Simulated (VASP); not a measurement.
Level of theory: MS2 meta-GGA, VASP's PBE PAW potentials (set 64) (plane waves; VASP).

The input files of a VASP run:

INCAR:
```
ALGO = Normal
EDIFF = 1E-7
EDIFFG = -0.01
ENCUT = 520
IBRION = 2
ISIF = 4
ISMEAR = 0
LASPH = .True.
LCHARG = .False.
LMAXMIX = 4
LMIXTAU = .True.
LREAL = .False.
LWAVE = .False.
METAGGA = MS2
NELM = 100
NSW = 30
PREC = Accurate
SIGMA = 0.05
SYSTEM = ZnF2
```

**POSCAR**
```
ZnF2
1.0
  4.6763584388   0.0000000000   0.0000000000
  0.0000000000   4.6763584388   0.0000000000
  0.0000000000   0.0000000000   3.1029755161
Zn F
2 4
Cartesian
  0.0000000000   0.0000000000   0.0000000000
  2.3381792194   2.3381792194   1.5514877580
  1.4187066096   1.4187066096   3.1029755161
  3.7568858290   0.9194726098   1.5514877580
  0.9194726098   3.7568858290   1.5514877580
  3.2576518292   3.2576518292   0.0000000000
```

File KPOINTS:
```
K-points
0
gamma
5 5 7
```

POTCAR, in this order: Zn F (PBE.64 set). Program: vasp_std.

Question: What does the run give for the energy per atom (σ→0), band gap (on the k-mesh)?

Answer: 
energy per atom (σ→0): -584.2 kJ/mol of atoms
band gap (on the k-mesh): 3.65 eV

**OSZICAR**
```
...
DAV:   6    -0.363311248970E+02   -0.21992E-04   -0.55366E-05  1664   0.887E-02    0.345E-03
DAV:   7    -0.363311298849E+02   -0.49878E-05   -0.13725E-05  1649   0.456E-02    0.156E-03
DAV:   8    -0.363311285180E+02    0.13669E-05   -0.44380E-06  1572   0.255E-02    0.688E-04
DAV:   9    -0.363311296101E+02   -0.10921E-05   -0.10715E-06  1588   0.132E-02    0.391E-04
DAV:  10    -0.363311286171E+02    0.99293E-06   -0.38822E-07  1472   0.767E-03    0.188E-04
DAV:  11    -0.363311290692E+02   -0.45207E-06   -0.49470E-08   856   0.326E-03    0.999E-05
DAV:  12    -0.363311290723E+02   -0.30423E-08   -0.74047E-09   772   0.109E-03
   3 F= -.36331129E+02 E0= -.36331129E+02  d E =-.818944E-03
```

The compound is ZnF2 in the rutile structure. This cell is one point of a volume scan, at 0.97 of the reference volume. Symmetry was kept, so distortions that lower it aren't found.
